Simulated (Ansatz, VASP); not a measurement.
# Cu: VASP beside Ansatz

One calculation is typed for both programs; each brings its own data sets. How far apart do they land? The cell is taken from a series of runs on this material, whose earlier steps may have relaxed, scaled, displaced or heated it; both programs get it as it stands.

Calculated with Ansatz 0.2.0; plane waves, with VASP 6.6.1 beside it; PBEsol.

**1. Starting point**

The cell holds 3 atoms: 3 Cu. Its edges and angles: a = 2.553 Å, b = 2.553 Å, c = 16.610 Å, α = 90.0°, β = 90.0°, γ = 90.0°. It derives from Cu. Vacuum lies along c.

Coordinates:

```xyz
3
Lattice="1.8050 1.8050 0.0000 -1.8050 1.8050 0.0000 0.0000 0.0000 16.6100" Properties=species:S:1:pos:R:3
Cu    0.0000    0.0000    6.5000
Cu    0.0000    1.8050    8.3050
Cu    0.0000    0.0000   10.1100
```

**2. VASP: single point, PBEsol**

With cell and atoms fixed, the geometry can't cause a difference; cores, projectors, grids and the points listed under the comparison can.

Lines of VASP's logs that name or quote its potential files are left out, and so is its time.

Contents of INCAR:

```
SYSTEM = Cu
PREC = Accurate
ENCUT = 520
EDIFF = 1E-06
NELM = 120
ISMEAR = 0
SIGMA = 0.1
LREAL = .FALSE.
ALGO = Normal
GGA = PS
NBANDS = 22
LASPH = .TRUE.
LORBIT = 11
LWAVE = .FALSE.
LCHARG = .FALSE.
ISIF = 2
LDIPOL = .TRUE.
IDIPOL = 3
DIPOL = 0.5 0.5 0.5
LVHAR = .TRUE.
GGA_COMPAT = .FALSE.
NELMDL = -8
```

Contents of POSCAR:

```
Cu
1.0
    1.8050000000      1.8050000000      0.0000000000
   -1.8050000000      1.8050000000      0.0000000000
    0.0000000000      0.0000000000     16.6100000000
Cu
3
Direct
    0.0000000000      0.0000000000      0.3913310000
    0.5000000000      0.5000000000      0.5000000000
    0.0000000000      0.0000000000      0.6086690000
```

Contents of KPOINTS:

```
Automatic mesh
0
Gamma
8 8 1
0 0 0
```

Potentials, in the order of the species: Cu (PBE family, release 64).

On the command line:

```sh
mpirun -np 1 vasp_std
```

Numbers of over 12 decimals in the logs are rounded to 6 here.

Output:

```text
[banner, memory and clock lines left out]
running    1 mpi-ranks, on    1 nodes
 distrk:  each k-point on    1 cores,    1 groups
 distr:  one band on    1 cores,    1 groups

 POSCAR found type information on POSCAR Cu
 POSCAR found :  1 types and       3 ions
|                                                                             |
|               ----> ADVICE to this user running VASP <----                  |
|                                                                             |
|     You enforced a specific xc type in the INCAR file but a different       |
|     [... a line on the potential file left out ...]
|     I HOPE YOU KNOW WHAT YOU ARE DOING!                                     |
|                                                                             |

 LDA part: xc-table for (Slater+PW92), standard interpolation
 POSCAR, INCAR and KPOINTS ok, starting setup
 FFT: planning ... GRIDC
 FFT: planning ... GRID_SOFT
 FFT: planning ... GRID
 WAVECAR not read
 entering main loop
       N       E                     dE             d eps       ncg     rms          rms(c)
DAV:   1     0.250389676967E+03    0.25039E+03   -0.14383E+04   660   0.177E+03
DAV:   2     0.110374134922E+00   -0.25028E+03   -0.24031E+03   660   0.337E+02
DAV:   3    -0.137577669226E+02   -0.13868E+02   -0.13200E+02   768   0.128E+02
DAV:   4    -0.140941222111E+02   -0.33636E+00   -0.33597E+00   744   0.229E+01
DAV:   5    -0.141030341091E+02   -0.89119E-02   -0.89099E-02   816   0.299E+00
DAV:   6    -0.141034595116E+02   -0.42540E-03   -0.42540E-03   860   0.605E-01
DAV:   7    -0.141034773129E+02   -0.17801E-04   -0.17801E-04   888   0.103E-01
DAV:   8    -0.141034780553E+02   -0.74238E-06   -0.74239E-06   636   0.177E-02    0.133E+01
DAV:   9    -0.129194656676E+02    0.11840E+01   -0.31337E+01   762   0.125E+02    0.787E+00
DAV:  10    -0.114303317997E+02    0.14891E+01   -0.61357E+00   776   0.637E+01    0.122E+00
DAV:  11    -0.114463694300E+02   -0.16038E-01   -0.64605E-01   826   0.320E+01    0.137E+00
DAV:  12    -0.114240484788E+02    0.22321E-01   -0.14664E-01   882   0.153E+01    0.841E-01
DAV:  13    -0.114169541859E+02    0.70943E-02   -0.10481E-01   768   0.575E+00    0.391E-01
DAV:  14    -0.114134860099E+02    0.34682E-02   -0.11257E-02   752   0.224E+00    0.830E-02
DAV:  15    -0.114132056363E+02    0.28037E-03   -0.11776E-03   792   0.143E+00    0.727E-02
DAV:  16    -0.114129432632E+02    0.26237E-03   -0.73928E-04   922   0.136E+00    0.409E-02
DAV:  17    -0.114129278358E+02    0.15427E-04   -0.13566E-04  1024   0.333E-01    0.232E-02
DAV:  18    -0.114129937664E+02   -0.65931E-04   -0.32891E-05  1002   0.298E-01    0.706E-03
DAV:  19    -0.114131317408E+02   -0.13797E-03   -0.35358E-05   964   0.122E-01    0.790E-03
DAV:  20    -0.114131485727E+02   -0.16832E-04   -0.24609E-06   570   0.480E-02    0.617E-03
DAV:  21    -0.114131817537E+02   -0.33181E-04   -0.87678E-06   710   0.533E-02    0.422E-03
DAV:  22    -0.114131846339E+02   -0.28802E-05   -0.10503E-06   480   0.240E-02    0.729E-04
DAV:  23    -0.114131876695E+02   -0.30356E-05   -0.34005E-07   444   0.145E-02    0.584E-04
DAV:  24    -0.114131878549E+02   -0.18539E-06   -0.12112E-07   480   0.107E-02
   1 F= -.11413188E+02 E0= -.11407980E+02  d E =-.104161E-01
```

Parts of OUTCAR (step 2):

```text
ion  position               nearest neighbor table
   1  0.000  0.000  0.391-   2 2.55   2 2.55   2 2.55   2 2.55
   2  0.500  0.500  0.500-   1 2.55   3 2.55   1 2.55   3 2.55   1 2.55   3 2.55   1 2.55   3 2.55

  LATTYP: Found a simple tetragonal cell.
 ALAT       =     2.5526554801
 C/A-ratio  =     6.5069493826

 Subroutine GETGRP returns: Found 16 space group operations
 (whereof 16 operations were pure point group operations)

The static configuration has the point symmetry D_4h.

 Found     15 irreducible k-points:

   k-points           NKPTS =     15   k-points in BZ     NKDIM =     15   number of bands    NBANDS=     22

   dimension x,y,z NGX =    20 NGY =   20 NGZ =  126
   dimension x,y,z NGXF=    40 NGYF=   40 NGZF=  252

   ENCUT  =  520.0 eV  38.22 Ry    6.18 a.u.   4.75  4.75 30.88*2*pi/ulx,y,z

   NELECT =      33.0000    total number of electrons

 k-points in reciprocal lattice and weights: Automatic mesh
   0.00000000  0.00000000  0.00000000       0.016
   0.12500000  0.00000000  0.00000000       0.062
   0.25000000  0.00000000  0.00000000       0.062
   0.37500000  0.00000000  0.00000000       0.062
   0.50000000  0.00000000  0.00000000       0.031
   0.12500000  0.12500000  0.00000000       0.062
   0.25000000  0.12500000  0.00000000       0.125
   0.37500000  0.12500000  0.00000000       0.125
   0.50000000  0.12500000  0.00000000       0.062
[...]
0.50000000  0.37500000  0.00000000       0.062
   0.50000000  0.50000000  0.00000000       0.016

 dipolmoment           0.000000      0.000000     -0.000000 electrons x Angstroem

 average (electrostatic) potential at core
       1 -71.2985       2 -71.7268       3 -71.2985

 E-fermi :  -0.7137

 k-point     1 :       0.0000    0.0000    0.0000
  band No.  band energies     occupation
    ...
     14      -2.2325      2.00000
     15      -2.1724      2.00000
     16      -2.1724      2.00000
     17      -2.1551      2.00000
     18      -1.6601      2.00000
     19       0.4038      0.00000
     20       3.6405      0.00000
     21       4.5308      0.00000
     22       5.4556      0.00000

 k-point     2 :       0.1250    0.0000    0.0000
  band No.  band energies     occupation
    ...
     14      -2.4401      2.00000
     15      -2.3597      2.00000
     16      -2.2350      2.00000
     17      -2.1284      2.00000
     18      -1.1513      2.00000
     19       1.0590      0.00000
     20       3.9891      0.00000
     21       4.9163      0.00000
     22       5.7810      0.00000

 k-point     3 :       0.2500    0.0000    0.0000
  band No.  band energies     occupation
    ...
     13      -2.5433      2.00000
     14      -2.5080      2.00000
     15      -2.4040      2.00000
     16      -2.2899      2.00000
     17      -2.1559      2.00000
     18      -0.1060      0.00000
     19       2.5334      0.00000
     20       5.0211      0.00000
     21       6.0381      0.00000
     22       6.0535      0.00000

  Total       -2.9773459     -2.9773459     -1.3516260      0.0000000      0.0000000      0.0000000
  in kB      -44.0743423    -44.0743423    -20.0084333      0.0000000      0.0000000      0.0000000
  external PRESSURE =     -36.0523726 kB  Pullay stress =       0.0000000 kB

  energy-cutoff  :      520.00
  volume of cell :      108.23
      direct lattice vectors                 reciprocal lattice vectors
     1.805000000  1.805000000  0.000000000     0.277008310  0.277008310  0.000000000
    -1.805000000  1.805000000  0.000000000    -0.277008310  0.277008310  0.000000000
     0.000000000  0.000000000 16.610000000     0.000000000  0.000000000  0.060204696

 POSITION                                       TOTAL-FORCE (eV/Angst)
 -----------------------------------------------------------------------------------
      0.00000      0.00000      6.50001         0.000000      0.000000      0.369703
      0.00000      1.80500      8.30500         0.000000     -0.000000     -0.000000
      0.00000      0.00000     10.10999        -0.000000     -0.000000     -0.369703
 -----------------------------------------------------------------------------------
    total drift:                               -0.000000     -0.000000      0.000000

  FREE ENERGIE OF THE ION-ELECTRON SYSTEM (eV)
  ---------------------------------------------------
  free  energy   TOTEN  =       -11.4131878549 eV

  energy  without entropy=      -11.4027717985  energy(sigma->0) =      -11.40797983

 vacuum level on the upper side and lower side of the slab         4.046         4.046

 total charge
# of ion       s       p       d       tot
------------------------------------------
    1        0.441   0.266   9.197   9.904
    2        0.442   0.380   9.170   9.992
    3        0.441   0.266   9.197   9.904
--------------------------------------------------
tot          1.324   0.913  27.563  29.801

[... 3 further parts left out ...]
```

The run ends at a pressure of -3.61 GPa, with forces up to 0.37 eV/Å.

**3. Ansatz: single point, PBEsol**

Ansatz runs on its PAW soft_1 files.

The same cell, functional, mesh and smearing now go to Ansatz, which takes its cutoff from its data sets.

Contents of input.yaml:

```yaml
crystal:
  lattice:
    - [1.805, 1.805, 0.0]
    - [-1.805, 1.805, 0.0]
    - [0.0, 0.0, 16.61]
  atoms:
    - { symbol: Cu, position: [0.0, 0.0, 0.391331] }
    - { symbol: Cu, position: [0.5, 0.5, 0.5] }
    - { symbol: Cu, position: [0.0, 0.0, 0.608669] }
  periodic: [true, true, false]
kpoints:
  mp_grid: { grid: [8, 8, 1] }
hamiltonian:
  xc: pbesol
  pseudopotentials: { kind: paw, azcp: { folder: soft_1 }, xc_functional: pbe }
scf:
  occupations: { method: gaussian, width: 0.1 }
output:
  forces: true
  stress: true
  eigenvalues: true
```

On the command line:

```sh
ansatz run input.yaml --threads 4 --pin off --max-ram 16384MiB --backend cpu --events-out ev --progress --plain --runs-dir out
```

Output:

```text
Warning: crystal.periodic: the lattice vector that does not repeat stood 0.000° off the slab's normal, 16.610 Å along it as the deck builds it. The run solves the slab on a vector along the normal, 31.020 Å long, with every atom where it was (on the deck's vector they left 13.00 Å outside them, and the widest stretch free of ions among them is 1.80 Å). A fractional position that the run reports is one of the run's ce [...]
crystal.periodic: the lattice vector that does not repeat stood 0.000° off the slab's normal, 16.610 Å along it as the deck builds it. The run solves the slab on a vector along the normal, 31.020 Å long, with every atom where it was (on the deck's vector they left 13.00 Å outside them, and the widest stretch free of ions among them is 1.80 Å). A fractional position that the run reports is one of the run's cell, which [...]
Engine: ansatz 0.2.0, aarch64-unknown-linux-gnu
Pseudopotentials: kind: paw
Pseudopotential: Cu, paw, valence charge 19, recommended cutoff 420 eV (normal), soft_1/Cu.paw.azcp
Functional definition: PBEsol
  exchange = pbesol_x
  correlation = pbesol_c
Crystal: 3 atoms, lattice volume = 202.128 Å³
Basis set: ecut = 420 eV, 3971 PW (Γ), exchange–correlation on 36×36×432 points (8 copies of the dense FFT grid, shifted against one another)
Bands: 35, of which v1, the nominal top of the filled ones, is band 29 counted from 1 (28 counted from 0)
Symmetry: 16 space group operations
Space group: P4/mmm (ITA 123), of the structure as read, at distance tolerance 5.9e-5 Å
k-points: 15 of 64
Non-local potential: Cu, projectors of the file, l = 0: 3, l = 1: 2, l = 2: 3, l = 3: 1
PAW form: soft (Blöchl's): semilocal exchange-correlation on the pseudo side does not see the compensation charge
PAW frozen core: Cu, regenerated for the run's functional, and the local potential with it (the file was generated under x = pbe(κ = 0.804, μ = 0.219515), c = pbe(β = 0.066725))
PAW one-centre angular grid: Cu, 590 points (default); XC on 64 Gauss nodes
Initial density: superposition of atomic densities (neutral atoms: chi_scale 0, normalization atom)
Initial wavefunctions: pseudopotential atomic-orbital guess
Functional: x = pbesol(κ = 0.804, μ = 0.123457), c = pbesol(β = 0.046)
SCF iter   1: F=—  HF=-19767.479176 eV  |F-HF|=—  |Δ(HF+E_count)|=         —  Δρ=1.12e-1  dr2=1.53e1  ethr=3.10e-3  ⟨swp⟩=14.6  Hψ=3533  notcnv=0
preconditioner: auto → LDOS  [metal: Δε(μ)=0.065 eV  Ē_g=7.275 eV  σ=0.100 eV  W_gap=0.35  n_scr=20 (ndim 8)  ℏωp=15.0 eV  f_vac=0.767  D(μ)=1.12/eV (n_scr^D=8)  β→1.0]
SCF iter   2: F=—  HF=-19783.594560 eV  |F-HF|=—  |Δ(HF+E_count)|=    1.61e1  Δρ=2.20e-1  dr2=5.32e1  ethr=3.10e-3  ⟨swp⟩=4.1  Hψ=1884  notcnv=0  defer=28  recentre
SCF iter   3: F=—  HF=-19764.920255 eV  |F-HF|=—  |Δ(HF+E_count)|=    1.87e1  Δρ=2.38e-2  dr2=7.35e-1  ethr=3.10e-3  ⟨swp⟩=4.1  Hψ=1667  notcnv=0  defer=27
SCF iter   4: F=—  HF=-19764.789610 eV  |F-HF|=—  |Δ(HF+E_count)|=   1.31e-1  Δρ=7.87e-3  dr2=7.96e-2  ethr=1.29e-3  ⟨swp⟩=3.1  Hψ=1173  notcnv=0  defer=28
SCF iter   5: F=—  HF=-19764.778873 eV  |F-HF|=—  |Δ(HF+E_count)|=   1.07e-2  Δρ=2.24e-3  dr2=6.01e-3  ethr=1.40e-4  ⟨swp⟩=2.5  Hψ=955  notcnv=0  defer=28
SCF iter   6: F=—  HF=-19764.782929 eV  |F-HF|=—  |Δ(HF+E_count)|=   4.06e-3  Δρ=1.10e-3  dr2=1.71e-3  ethr=1.05e-5  ⟨swp⟩=3.1  Hψ=1085  notcnv=0  defer=28
SCF iter   7: F=—  HF=-19764.782748 eV  |F-HF|=—  |Δ(HF+E_count)|=   1.81e-4  Δρ=3.42e-4  dr2=2.01e-4  ethr=3.00e-6  ⟨swp⟩=2.5  Hψ=713  notcnv=0  defer=28
SCF iter   8: F=—  HF=-19764.782779 eV  |F-HF|=—  |Δ(HF+E_count)|=   3.15e-5  Δρ=1.52e-4  dr2=3.89e-5  ethr=3.52e-7  ⟨swp⟩=2.5  Hψ=820  notcnv=0  defer=28
SCF iter   9: F=—  HF=-19764.782839 eV  |F-HF|=—  |Δ(HF+E_count)|=   5.97e-5  Δρ=8.35e-5  dr2=1.20e-5  ethr=6.82e-8  ⟨swp⟩=2.2  Hψ=749  notcnv=0  defer=28
SCF iter  10: F=—  HF=-19764.782838 eV  |F-HF|=—  |Δ(HF+E_count)|=   3.97e-7  Δρ=2.00e-5  dr2=4.79e-7  ethr=2.11e-8  ⟨swp⟩=2.2  Hψ=652  notcnv=0  defer=28
SCF iter  11: F=-19764.782839 eV  HF=-19764.782839 eV  |F-HF|=9.86e-9  |Δ(HF+E_count)|=   1.94e-7  Δρ=2.90e-6  dr2=1.30e-8  ethr=1.75e-10  ⟨swp⟩=16.7  Hψ=3089  notcnv=0
SCF 1 converged in 11 iterations: F = -19764.782839 eV  dr2 = 1.30e-8
  greatest PAW one-centre occupation: 1.000 electrons in one spin orbital (limit 2), on the Cu atom at site 2 (counted from 0), in its partial waves of l = 0
SCF converged after 11 iterations
Free energy (F): -19764.782839 eV
Harris-Foulkes:  -19764.782839 eV  (|F-HF|=9.86e-9)
Internal energy: -19764.772630 eV  (E = F + TS)
E sigma→0 (E₀):  -19764.777734 eV
Entropy (-TS):   -0.010209 eV (-3.403 meV/atom)
Fermi energy:    -4.779300 eV
--- Per-component energies (eV) ---
  E_band       = -2283.454318
  E_kinetic    = 783.018296
  E_local      = -285419.053231  (includes V_loc(G=0)·N_el)
  E_nonlocal   = 2682.795301
  E_hartree    = 141081.659460
  E_xc         = -202.301134
  E_vxc        = -262.055371  (∫ρ·V_xc dr)
  E_paw        = -5342.612177  (= ΣΔE_a)
  E_vpaw       = -2231.504273  (= ΣTr[D̂ρ^β])
  E_aug_tail   = 0.002835  (compensation charges beyond the density's cutoff)
  E_ewald      = 126651.099412
  E_core_change = 0.618608  (= ΣΔE_core)
  E_smearing   = -0.010209  (= −TS)
  E_closure    = 0.000000  (closes the sum)
  Σ components = -19764.782839   (vs F -19764.782839, Δ=0.00e0)
--- Forces (eV/Å), atoms counted from 1 ---
  atom   1  Cu     0.00000000     0.00000000     0.40685222
  atom   2  Cu     0.00000000    -0.00000000     0.00000000
  atom   3  Cu     0.00000000     0.00000000    -0.40685222
  max |Σ_I F_I| component: 5.55e-17 eV/Å
--- 2D stress c σ (N/m, compression-positive) ---
       -7.708662      -0.000000       0.000000
        0.000000      -7.708662       0.000000
        0.000000       0.000000       0.000000
  P = ½ c Tr σ = -7.7087 N/m
--- Band table (eV; the first three rows and the last of 15) ---
  k-point 0: bands = [... 25 lower, -6.2546, -6.1946, -6.1946, -6.1765, -5.7272, -3.6716, -0.2464 (-0.2622°), -0.0147 (-0.0736°), ... 2 higher]
  k-point 1: bands = [... 25 lower, -6.4705, -6.3834, -6.2574, -6.1499, -5.2127, -3.0092, 0.0998 (0.0852°), 0.3587 (0.2955°), ... 2 higher]
  k-point 2: bands = [... 25 lower, -6.5335, -6.4414, -6.3132, -6.1777, -4.1702, -1.5296, 1.1195 (1.1093°), 1.4684 (1.3947°), ... 2 higher]
  k-point 14: bands = [... 25 lower, -5.8341, -5.8337, -1.8769, -1.8769, 1.2445, 1.2445, 2.8033, 2.9654, ... 2 higher]
  ° read free of the cell's end (the report's vacuum.weakly_bound_levels)
```

**4. Differences**

Known differences besides the potentials themselves: Ansatz cuts the interaction across the vacuum, VASP repeats the sheet with a dipole correction (LDIPOL); the data sets hold 57 valence electrons in Ansatz (on its PAW soft_1 files) and 33 in VASP; the cutoff is 420 eV in Ansatz and 520 eV in VASP; Ansatz makes its cores anew for this functional, VASP keeps those of its PBE data sets. Total energies have different zeros and are not compared.

Forces (eV/Å; atoms numbered as in POSCAR):

```
atom        Ansatz x, y, z          VASP x, y, z
 Cu1   0.000, 0.000, 0.407   0.000, 0.000, 0.370
 Cu2   0.000, 0.000, 0.000   0.000, 0.000, 0.000
 Cu3  0.000, 0.000, -0.407  0.000, 0.000, -0.370
```

The forces differ by 18 meV/Å r.m.s., which is 10.0 % of the r.m.s. force of 0.174 eV/Å (both taken over all components). Where the cell holds vacuum, a pressure given here is an average over it and none of the material.

**5. Other set-ups**

Further runs change the set-up of one program: Ansatz's method, potentials or start, or VASP's data sets, cutoff or form of LDA. The table gives that difference for each run.

```
                                                    run  r.m.s. force difference (meV/Å)
                                               as above                               18
VASP with the data sets Cu_sv_GW and a cutoff of 610 eV                              3.6
```

**6. Results**

- r.m.s. force difference (single point, PBEsol): 18 meV/Å

In words: The r.m.s. force difference is 18 meV/Å (single point, PBEsol), beyond the 12 meV/Å picked in this series as the mark of a large difference. The data sets hold unlike numbers of valence electrons (57 in Ansatz and 33 in VASP), so part of the differences may come from the potentials. Single point, PBEsol, VASP with the data sets Cu_sv_GW and a cutoff of 610 eV: r.m.s. force difference goes from 18 to 3.6 meV/Å. How closely two codes agree says nothing of how well the functional describes the real material.

[Lines on the potential files, build, host, timing and source positions are cut from VASP's logs without a mark.]

[Logs are printed without paths, hosts, clocks, repeated set-up lines and the standing remarks that a program may print on its own settings, such as how far it seeks lower states.]

[Hosts, paths, dates, database ids (printed as entryN), source tags and the programs' standing remarks are cut or masked in the printed files.]
